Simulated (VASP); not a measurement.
```xyz
4
Lattice="3.8344 0.0000 0.0000 0.0000 3.8344 0.0000 0.0000 0.0000 3.8344" Properties=species:S:1:pos:R:3 pbc="T T T"
W      0.0000     0.0000     0.0000
O      0.0000     0.0000     1.9172
O      1.9172     0.0000     0.0000
O      0.0000     1.9172     0.0000
```

All values below come from modified Becke-Johnson potential (mBJ) with spin-orbit coupling, VASP's PBE PAW potentials (set 64) (plane waves; VASP 6.6.1). Run with 500 eV cut-off, 4×4×4 Γ-centred mesh, Gaussian smearing of 0.050 eV, potentials W_sv O.

mBJ is a potential without an energy functional, so only the levels count.

Task: Estimate the band gap (over mesh and band path) with the smallest direct gap where there is one.

Result: 
The band gap (over mesh and band path) comes out as 1.41 eV. The smallest direct gap (over mesh and band path) is 2.53 eV.

Total energies compare only between runs with the same potentials, cut-off and functional.

The structure comes from a computed database's WO3 entry (Pm-3m); how it stands against other phases isn't given here. It was relaxed first. The cell's shape comes from a PBE relaxation.
